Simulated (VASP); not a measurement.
Here is the system:

```xyz
3
Lattice="1.9431 -3.3655 0.0000 1.9431 3.3655 0.0000 0.0000 0.0000 6.2628" Properties=species:S:1:pos:R:3 pbc="T T T"
Sn     0.0000     0.0000     0.0000
Se     1.9431     1.1219     1.5657
Se     1.9431    -1.1219     4.6971
```

All values below come from PBE GGA, VASP's PBE PAW potentials (set 64) (plane waves; VASP). Settings: 520 eV cut-off, 6×6×3 Γ-centred mesh, Gaussian smearing of 0.050 eV, potentials Sn_d Se_GW.

Which forces act on the atoms, in eV/Å?

| atom | Fx | Fy | Fz |
|---|---|---|---|
| Sn1 | 0.000 | 0.000 | 0.000 |
| Se2 | 0.000 | 0.000 | 0.157 |
| Se3 | 0.000 | 0.000 | -0.157 |

Give the stress tensor in GPa (positive for a compressed cell).

```
0.67  0.00  0.00
0.00  0.67  0.00
0.00  0.00  2.02
```
The pressure is its mean diagonal, 1.12 GPa.

The compound is SnSe2 in the 1T layered structure. The cell was not relaxed at this level. The run is one of a series of settings (ENCUT = 520, POTCAR Sn_d Se_GW (PBE.64 set) against the base run), some of them coarse on purpose.
